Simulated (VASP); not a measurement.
An input for Quantum ESPRESSO's pw.x (written as the equivalent of a VASP run, and not itself run):

```
&CONTROL
  calculation = 'vc-relax'
  pseudo_dir = './pseudo'
  outdir = './out'
  tprnfor = .true.
  tstress = .true.
  nstep = 50
  forc_conv_thr = 0.00039
/
&SYSTEM
  ibrav = 0
  nat = 2
  ntyp = 2
  ecutwfc = 84
  occupations = 'smearing'
  smearing = 'gaussian'
  degauss = 0.009996
  input_dft = 'pbe'
/
&ELECTRONS
  conv_thr = 7.3e-08
  electron_maxstep = 100
/
&IONS
/
&CELL
/
ATOMIC_SPECIES
  Ru 101.070 Ru.upf
  Sb 121.760 Sb.upf
CELL_PARAMETERS angstrom
     3.3137620    0.0000000    0.0000000
     0.0000000    3.3137620    0.0000000
     0.0000000    0.0000000    3.3137620
ATOMIC_POSITIONS crystal
  Ru   0.0000000  0.0000000  0.0000000
  Sb   0.5000000  0.5000000  0.5000000
K_POINTS automatic
  5 5 5 0 0 0
```

**Question.** Translate this input to VASP (INCAR, KPOINTS, POSCAR, choice of POTCAR).

**Answer.** This is not unique; one that fits is 
**POSCAR**
```
SbRu
1
    3.3137620000     0.0000000000     0.0000000000
    0.0000000000     3.3137620000     0.0000000000
    0.0000000000     0.0000000000     3.3137620000
Ru Sb
1 1
Direct
  0.0000000000   0.0000000000   0.0000000000
  0.5000000000   0.5000000000   0.5000000000
```

KPOINTS:
```
Regular mesh
0
gamma
5 5 5
```

**INCAR**
```
! general
SYSTEM  = SbRu
PREC    = Accurate
ENCUT   = 300
LREAL   = .False.
LASPH   = .True.

! electronic loop
EDIFF   = 1E-6
NELM    = 100
ALGO    = Normal
LMAXMIX = 4

! smearing
ISMEAR  = 0
SIGMA   = 0.136

! functional
GGA     = PE

! ions
IBRION  = 2
NSW     = 50
ISIF    = 3
EDIFFG  = -0.01

! output
LWAVE   = .False.
LCHARG  = .False.
```

POTCAR, in this order: Ru_pv Sb (PBE.64 set). Program: vasp_std.

Limits of the translation: the potentials are each code's own (VASP's PAW set, PseudoDojo norm-conserving files in pw.x), so ENCUT and ecutwfc are chosen apart and not converted; conv_thr bounds pw.x's estimated SCF error, while EDIFF bounds the energy change between steps; forc_conv_thr acts on force components and is met together with etot_conv_thr.

The structure was generated: SbRu was put into an ordered model structure, which need not be its known phase. This run relaxes it. Symmetry was kept, so distortions that lower it aren't found. The k-mesh is coarse (spacing up to 0.38 per Å, 2π included), so the numbers may not be converged in it. The run is one of a series of settings (EDIFFG = -0.01, IBRION = 2, ISIF = 3, NSW = 50 against the base run), some of them coarse on purpose.
